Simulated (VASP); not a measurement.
Data:

```
CELL_PARAMETERS angstrom
      4.38646     0.00000     0.00000
      0.00000     4.38646     0.00000
      0.00000     0.00000     4.38646
ATOMIC_POSITIONS crystal
  Cs 0.00000 0.00000 0.00000
  Br 0.50000 0.50000 0.50000
```

Computed with PBE GGA, VASP's PBE PAW potentials (set 64) (plane waves; VASP). Run with 480 eV cut-off, 6×6×6 Γ-centred mesh, Gaussian smearing of 0.050 eV, potentials Cs_sv Br.

Energy and stress use the plane-wave basis of the starting cell.

**Question.** The ions, cell shape and volume at an external pressure of 10.0 GPa are relaxed. What does this cell relax into?

**Answer.** 
```
CELL_PARAMETERS angstrom
      3.92048     0.00000     0.00000
      0.00000     3.92048     0.00000
      0.00000     0.00000     3.92048
ATOMIC_POSITIONS crystal
  Cs 0.00000 0.00000 0.00000
  Br 0.50000 0.50000 0.50000
```
Space group Pm-3m (221), at a tolerance of 0.03 Å.

**Question.** How do energy and volume change from the first to the last step?

**Answer.** The energy (σ→0) changes by +271.9 meV/atom and the volume by -28.6 %, in 3 ionic steps.

```
step  E(σ→0) (eV)  max force (eV/Å)  pressure (GPa)  volume (Å³)
----  -----------  ----------------  --------------  -----------
1         -6.0242             0.000            0.06        84.40
2         -5.1813             0.000           14.30        56.28
3         -5.4804             0.000           10.02        60.26
```

The compound is CsBr in the CsCl type structure. This run relaxes it under an external pressure of 10 GPa. Symmetry was kept, so distortions that lower it aren't found.
